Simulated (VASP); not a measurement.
# ScSi2 (P6/mmm) in VASP: single point with PBE

Aim: the single point of ScSi2 with PBE.

Program: VASP 6.6.1. These are calculated values, not measurements. Logs are shortened: lines on timing, memory, paths and dates and some standing lists are left out, and cuts for length are marked.

## 1. Starting point

Symmetry: P6/mmm, No. 191, hexagonal system. Conventional cell: a = 3.660 Å, b = 3.660 Å, c = 3.870 Å, α = 90.00°, β = 90.00°, γ = 120.00°. Sc (site symmetry 6/mmm) is surrounded by 12 Si at 2.87 Å. Si (site symmetry -6m2) is surrounded by 3 Si at 2.11 Å.

## 2. Single point, PBE

The input, INCAR:

```
ALGO     = Fast           # electronic algorithm
EDIFF    = 1E-6           # SCF threshold, eV
ENCUT    = 520            # plane-wave cutoff, eV
GGA      = PE             # functional
ISIF     = 2              # what is computed and relaxed
ISMEAR   = -1             # smearing method
LASPH    = True           # aspherical terms in the spheres
LCHARG   = False          # write CHGCAR
LREAL    = False          # projectors in reciprocal space
LWAVE    = False          # write WAVECAR
NBANDS   = 16             # bands
NELM     = 100            # most SCF steps
PREC     = Accurate       # precision mode
SIGMA    = 0.05           # smearing width, eV
```

The input, KPOINTS:

```
k-points
0
Gamma
  13 13 11
```

The input, POSCAR:

```
ScSi2
1.0
    3.6599987106      0.0000000000      0.0000000000
   -1.8299993553      3.1696518612      0.0000000000
    0.0000000000      0.0000000000      3.8700000000
Sc Si
1 2
Direct
    0.0000000000      0.0000000000      0.0000000000
    0.3333333333      0.6666666667      0.5000000000
    0.6666666667      0.3333333333      0.5000000000
```

Potentials or basis: VASP PAW PBE potentials, release 64 (Sc_sv, Si).

Run with:

```bash
$ cat potpaw_PBE.64/Sc_sv/POTCAR potpaw_PBE.64/Si/POTCAR > POTCAR
$ mpirun -np 1 vasp_std > vasp.out
```

OUTCAR:

```text
EDIFF = 1E-6
   ENCUT = 520
   GGA = PE
   ISIF = 2
   ISMEAR = -1
   LASPH = True
   LREAL = False
   NELM = 100
   PREC = Accurate

 ion  position               nearest neighbor table
   1  0.000  0.000  0.000-   2 2.87   3 2.87   2 2.87   3 2.87   3 2.87   3 2.87   2 2.87   2 2.87
                             3 2.87   3 2.87   2 2.87   2 2.87
   2  0.333  0.667  0.500-   3 2.11   3 2.11   3 2.11   1 2.87   1 2.87   1 2.87   1 2.87   1 2.87
                             1 2.87
   3  0.667  0.333  0.500-   2 2.11   2 2.11   2 2.11   1 2.87   1 2.87   1 2.87   1 2.87   1 2.87
                             1 2.87

  LATTYP: Found a hexagonal cell.
 ALAT       =     3.6599987106
 C/A-ratio  =     1.0573774217

  Lattice vectors:

 A1 = (   3.6599987106,   0.0000000000,   0.0000000000)
 A2 = (  -1.8299993553,   3.1696518612,   0.0000000000)
 A3 = (   0.0000000000,   0.0000000000,   3.8700000000)

Analysis of symmetry for initial positions (statically):
=====================================================================
 Subroutine PRICEL returns:
 Original cell was already a primitive cell.

 Routine SETGRP: Setting up the symmetry group for a
 hexagonal supercell.

 Subroutine GETGRP returns: Found 24 space group operations
 (whereof 24 operations were pure point group operations)
 out of a pool of 24 trial point group operations.

The static configuration has the point symmetry D_6h.

Analysis of symmetry for dynamics (positions and initial velocities):
=====================================================================
 Subroutine PRICEL returns:
 Original cell was already a primitive cell.

 Routine SETGRP: Setting up the symmetry group for a
 hexagonal supercell.

 Subroutine GETGRP returns: Found 24 space group operations
 (whereof 24 operations were pure point group operations)
 out of a pool of 24 trial point group operations.

The dynamic configuration has the point symmetry D_6h.

 Subroutine INISYM returns: Found 24 space group operations
 (whereof 24 operations are pure point group operations),
 and found     1 'primitive' translations

----------------------------------------------------------------------------------------

                                     Primitive cell

  volume of cell :      44.8956

  direct lattice vectors                    reciprocal lattice vectors
     3.659998711  0.000000000  0.000000000     0.273224140  0.157746031  0.000000000
    -1.829999355  3.169651861  0.000000000     0.000000000  0.315492062  0.000000000
     0.000000000  0.000000000  3.870000000     0.000000000  0.000000000  0.258397933

  length of vectors
     3.659998711  3.659998711  3.870000000     0.315492062  0.315492062  0.258397933

  position of ions in fractional coordinates (direct lattice)
     0.000000000  0.000000000  0.000000000
     0.333333333  0.666666667  0.500000000
     0.666666667  0.333333333  0.500000000

  ion indices of the primitive-cell ions
   primitive index   ion index
                 1           1
                 2           2
                 3           3

----------------------------------------------------------------------------------------

 KPOINTS: k-points

Automatic generation of k-mesh.
 Grid dimensions read from file:
 generate k-points for:   13   13   11

 Generating k-lattice:

  Cartesian coordinates                     Fractional coordinates (reciprocal lattice)
     0.021017242  0.012134310  0.000000000     0.076923077  0.000000000  0.000000000
     0.000000000  0.024268620  0.000000000     0.000000000  0.076923077  0.000000000
     0.000000000  0.000000000  0.023490721     0.000000000  0.000000000  0.090909091

  Length of vectors
     0.024268620  0.024268620  0.023490721

  Shift w.r.t. Gamma in fractional coordinates (k-lattice)
     0.000000000  0.000000000  0.000000000

 Subroutine IBZKPT returns following result:
 ===========================================

 Found    126 irreducible k-points:

 Following reciprocal coordinates:
            Coordinates               Weight
  0.000000  0.000000  0.000000      1.000000
  0.076923  0.000000  0.000000      6.000000
  0.153846  0.000000  0.000000      6.000000
  0.230769  0.000000  0.000000      6.000000
  0.307692  0.000000  0.000000      6.000000
  0.384615 -0.000000  0.000000      6.000000
[... 16 lines left out ...]
  0.076923  0.000000  0.090909     12.000000
  0.153846  0.000000  0.090909     12.000000
 [... further k-points ...]
   k-points           NKPTS =    126   k-points in BZ     NKDIM =    126   number of bands    NBANDS=     16
   number of dos      NEDOS =    301   number of ions     NIONS =      3
   total plane-waves  NPLWV =  23520
   dimension x,y,z NGX =    28 NGY =   28 NGZ =   30
   dimension x,y,z NGXF=    56 NGYF=   56 NGZF=   60
   ions per type =               1   2
   NGX,Y,Z   is equivalent  to a cutoff of  12.72, 12.72, 12.89 a.u.
   NGXF,Y,Z  is equivalent  to a cutoff of  25.44, 25.44, 25.77 a.u.
 SYSTEM =  unknown system
   PREC   = accura    normal or accurate (medium, high low for compatibility)
   ISTART =      0    job   : 0-new  1-cont  2-samecut
   ICHARG =      2    charge: 1-file 2-atom 10-const
   ISPIN  =      1    spin polarized calculation?
   LNONCOLLINEAR =      F non collinear calculations
   LSORBIT =      F    spin-orbit coupling
   LASPH  =      T    aspherical Exc in radial PAW
   ENCUT  =  520.0 eV  38.22 Ry    6.18 a.u.   6.81  6.81  7.20*2*pi/ulx,y,z
   NELM   =    100;   NELMIN=  2; NELMDL= -5     # of ELM steps
   EDIFF  = 0.1E-05   stopping-criterion for ELM
   LREAL  =      F    real-space projection
   EDIFFG = 0.1E-04   stopping-criterion for IOM
   NSW    =      0    number of steps for IOM
   IBRION =     -1    ionic relax: 0-MD 1-quasi-New 2-CG
   NFREE  =      0    steps in history (QN), initial steepest desc. (CG)
   ISIF   =      2    stress and relaxation
   ISYM   =      2    0-nonsym 1-usesym 2-fastsym
   POTIM  = 0.5000    time-step for ionic-motion
   TEBEG  =    0.0;   TEEND  =   0.0 temperature during run
   PSTRESS=    0.0 pullay stress
   NELECT =      19.0000    total number of electrons
   NUPDOWN=      -1.0000    fix difference up-down
   EMIN   =  10.00;   EMAX   =-10.00  energy-range for DOS
   EFERMI =   0.00;   METHOD = LEGACY
   ISMEAR =    -1;   SIGMA  =   0.05  broadening in eV -4-tet -1-fermi 0-gaus
   EFERMI_NEDOS =   21; number of points for ismear=-14 and -15
   IALGO  =     68    algorithm
   IMIX   =      4    mixing-type and parameters
     AMIX     =   0.40;   BMIX     =  1.00
     AMIX_MAG =   1.60;   BMIX_MAG =  1.00
  volume/ion in A,a.u.               =      14.97       100.99
  Fermi-wavevector in a.u.,A,eV,Ry     =   1.229112  2.322685 20.554551  1.510717
  Thomas-Fermi vector in A             =   2.364012
   LORBIT       =      0    0 simple, 1 ext, 2 COOP (PROOUT), +10 PAW based schemes
   GGA     = PE    functional components
   LHFCALC =     F    Hartree Fock is set to
   AEXX    =    0.0000 exact exchange contribution
   IVDW    =     0    specifies the selected vdW correction
   LEPSILON=     F    determine dielectric tensor
   LRPA    =     F    only Hartree local field effects (RPA)
 non-spin polarized calculation
 RMM-DIIS sequential band-by-band and
  energy-cutoff  :      520.00
  volume of cell :       44.90
 maximum number of plane-waves:      1224
 NGX is ok and might be reduce to    28
   NGX = 13   NGY = 13   NGZ = 15

 number of electron      19.0000001 magnetization

 Free energy of the ion-electron system (eV)
  ---------------------------------------------------
  ext. energy  EPLUGINS =         0.00000000
  ---------------------------------------------------
  free energy    TOTEN  =       -17.35287106 eV

  energy without entropy =      -17.33700194  energy(sigma->0) =      -17.34493650

 E-fermi :   9.2160     XC(G=0): -11.2379

 val. band max:        9.2133969118   @ k =   0.2308   0.0769   0.1818
 cond. band min:       9.2283298557   @ k =   0.3846   0.1538   0.1818
 fundamental gap:      0.0149329439
 Fermi energy:         9.2159504746

 k-point     1 :       0.0000    0.0000    0.0000
  band No.  band energies     occupation
      1     -40.3666      2.00000
      2     -19.0649      2.00000
      3     -19.0014      2.00000
      4     -19.0014      2.00000
      5      -4.6347      2.00000
      6       5.6630      2.00000
[... 8 lines left out ...]
     15      11.8837      0.00000
     16      11.9241      0.00000

 k-point     2 :       0.0769    0.0000    0.0000
  band No.  band energies     occupation
      1     -40.3660      2.00000
      2     -19.0637      2.00000
      3     -19.0088      2.00000
      4     -19.0031      2.00000
      5      -4.5482      2.00000
      6       5.2902      2.00000
[... 8 lines left out ...]
     15      11.9531      0.00000
     16      12.0907      0.00000

 k-point     3 :       0.1538    0.0000    0.0000
  band No.  band energies     occupation
      1     -40.3643      2.00000
      2     -19.0605      2.00000
      3     -19.0293      2.00000
      4     -19.0077      2.00000
      5      -4.2912      2.00000
      6       4.2276      2.00000
[... 8 lines left out ...]
     15      12.1357      0.00000
     16      12.6884      0.00000

 k-point     4 :       0.2308    0.0000    0.0000
  band No.  band energies     occupation
      1     -40.3619      2.00000
      2     -19.0579      2.00000
      3     -19.0558      2.00000
      4     -19.0143      2.00000
      5      -3.8704      2.00000
      6       2.9949      2.00000
[... 8 lines left out ...]
     15      13.5476      0.00000
     16      13.6222      0.00000
[... 324 lines left out ...]
 k-point    22 :       0.0000    0.0000    0.0909
  band No.  band energies     occupation
      1     -40.3664      2.00000
      2     -19.0708      2.00000
      3     -19.0010      2.00000
      4     -19.0010      2.00000
      5      -4.5757      2.00000
      6       5.0233      2.00000
[... 8 lines left out ...]
     15      11.6740      0.00000
     16      11.6740      0.00000

 k-point    23 :       0.0769    0.0000    0.0909
  band No.  band energies     occupation
      1     -40.3658      2.00000
      2     -19.0696      2.00000
      3     -19.0083      2.00000
      4     -19.0026      2.00000
      5      -4.4904      2.00000
      6       5.0616      2.00000
[... 8 lines left out ...]
     15      11.7322      0.00000
     16      11.9387      0.00000

 k-point    24 :       0.1538    0.0000    0.0909
  band No.  band energies     occupation
      1     -40.3641      2.00000
      2     -19.0662      2.00000
      3     -19.0286      2.00000
      4     -19.0073      2.00000
      5      -4.2368      2.00000
      6       4.2610      2.00000
[... 8 lines left out ...]
     15      12.2074      0.00000
     16      12.5591      0.00000

 [... further k-points ...]
[... 5 lines left out ...]
  --------------------------------------------------------------------------------------
  -------------------------------------------------------------------------------------
  Total       10.4919061     10.4919061      0.3279226      0.0000000      0.0000000      0.0000000
  in kB      374.4221339    374.4221339     11.7024949      0.0000000      0.0000000      0.0000000
  external PRESSURE =     253.5155876 kB  Pullay stress =       0.0000000 kB

 VOLUME and BASIS-vectors are now :
 -----------------------------------------------------------------------------
  energy-cutoff  :      520.00
  volume of cell :       44.90
      direct lattice vectors                 reciprocal lattice vectors
     3.659998711  0.000000000  0.000000000     0.273224140  0.157746031  0.000000000
    -1.829999355  3.169651861  0.000000000     0.000000000  0.315492062  0.000000000
     0.000000000  0.000000000  3.870000000     0.000000000  0.000000000  0.258397933

 POSITION                                       TOTAL-FORCE (eV/Angst)
 -----------------------------------------------------------------------------------
      0.00000      0.00000      0.00000         0.000000      0.000000      0.000000
     -0.00000      2.11310      1.93500        -0.000000      0.000000      0.000000
      1.83000      1.05655      1.93500         0.000000      0.000000      0.000000
 -----------------------------------------------------------------------------------
    total drift:                               -0.000000      0.000000      0.000000

  FREE ENERGIE OF THE ION-ELECTRON SYSTEM (eV)
  ---------------------------------------------------
  free  energy   TOTEN  =       -17.3528710594 eV

  energy  without entropy=      -17.3370019370  energy(sigma->0) =      -17.34493650
```

Run time: 1.7 min. Hardware: 1 thread of AMD EPYC 7R13 (Zen 3), shared host; peak memory 0.19 GiB.

Results:

```yaml
Free_energy: -17.3529 eV
Pressure: 25.4 GPa
Band_gap_on_the_k_mesh: none (metal or under the smearing width)
```

Stress tensor (GPa, compression positive):
```
37.44  0.00  0.00
 0.00 37.44  0.00
 0.00  0.00  1.17
```

Caveat: so large a pressure means that the cell lies far from this level's equilibrium, or that cutoff or potentials fall short.
